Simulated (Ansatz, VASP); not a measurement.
Zr3SeS2: VASP beside Ansatz

Contents of INCAR:

```
PREC = Accurate
ENCUT = 520
EDIFF = 1E-7
ISMEAR = 0
SIGMA = 0.1
LREAL = False
LASPH = True
NELM = 80
ALGO = Normal
ISIF = 2
LWAVE = False
LCHARG = False
GGA = PE
NBANDS = 36
```

Contents of KPOINTS:

```
regular mesh
0
Gamma
  6 6 2
```

The input POSCAR:

```
Zr3SeS2
1.0
    3.3771932700      0.0000000000      0.0000000000
    0.0000000000      3.3771932700      0.0000000000
    0.0000000000      0.0000000000     10.3512074100
Zr Se S
3 1 2
Direct
    0.5000000000      0.5000000000      0.1817286000
    0.5000000000      0.5000000000      0.5000000000
    0.5000000000      0.5000000000      0.8182714000
    0.0000000000      0.0000000000      0.0000000000
    0.0000000000      0.0000000000      0.3392778000
    0.0000000000      0.0000000000      0.6607222000
```

Input for Ansatz:

```yaml
crystal:
  lattice:
    - [3.37719327, 0.0, 0.0]
    - [0.0, 3.37719327, 0.0]
    - [0.0, 0.0, 10.35120741]
  atoms:
    - { symbol: Zr, position: [0.5, 0.5, 0.1817286] }
    - { symbol: Zr, position: [0.5, 0.5, 0.5] }
    - { symbol: Zr, position: [0.5, 0.5, 0.8182714] }
    - { symbol: Se, position: [0.0, 0.0, 0.0] }
    - { symbol: S, position: [0.0, 0.0, 0.3392778] }
    - { symbol: S, position: [0.0, 0.0, 0.6607222] }
basis:
  ecutwfc: 420
kpoints:
  mp_grid: { grid: [6, 6, 2] }
hamiltonian:
  xc: pbe
scf:
  occupations: { method: gaussian, width: 0.1 }
  lower_state_search: "off"
output:
  forces: true
  stress: true
  eigenvalues: true
```

Change from the starting cell: species swapped into the Mg3HgAu2 type (P4/mmm, No. 123).

Alike in both runs: task single point; functional PBE; k mesh 6 × 6 × 2; occupations gaussian, width 0.1 eV; no spin polarisation.

|  | VASP | Ansatz |
| --- | --- | --- |
| version | VASP 6.6.1 | Ansatz 0.2.0 |
| potentials or method | VASP PAW PBE potentials, release 64 (Zr_sv, Se, S) | scalar-relativistic, plane waves, PAW |
| plane-wave cutoff (eV) | 520 | 420 |
| valence electrons in the cell | 54 | 64 |

|  | VASP | Ansatz | Ansatz less VASP |
| --- | --- | --- | --- |
| gap on the k mesh at the Fermi level (eV) | none | none | - |
| pressure (GPa) | -11.9 | -11.9 | -0.04 |
| largest component of the traceless stress (GPa) | 2.00 | 2.00 | 0.000 |
| rms of the force components (eV/Å) | 0.183 | 0.182 | -0.0010 |

Atom by atom the forces differ by 0.001 eV/Å (rms over components). A gap of «none» marks a metal or a gap that the smearing closes. The two sets of potentials don't hold the same shells in valence.
